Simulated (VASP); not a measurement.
Given:

```yaml
crystal:
  lattice:
    - [3.46068, 0.00000, 0.00000]
    - [0.00000, 3.46068, 0.00000]
    - [0.00000, 0.00000, 3.46068]
  atoms:
    - { symbol: Cs, position: [0.00000, 0.00000, 0.00000] }
    - { symbol: Cl, position: [0.50000, 0.50000, 0.50000] }
```

Level of theory: LDA (Ceperley-Alder, Perdew-Zunger), VASP's LDA PAW potentials (set 64) (plane waves; VASP). Settings: 500 eV cut-off, 8×8×8 Γ-centred mesh, Gaussian smearing of 0.050 eV, potentials Cs_sv Cl.

Unless said otherwise, spin-orbit coupling is left out, though it shifts the bands of the heavy elements here.

Q: Estimate the energy per atom (σ→0), pressure, band gap (on the k-mesh) with the smallest direct gap where there is one.

A: 
```yaml
band gap (on the k-mesh): 3.41 eV
smallest direct gap (on the k-mesh): 3.41 eV
energy per atom (σ→0): -2.991 eV/atom
pressure: 299.1 kbar
```

Only differences to runs with the same potentials and settings are physical.

The compound is CsCl in the CsCl type structure. It was relaxed first under an external pressure of 30 GPa.
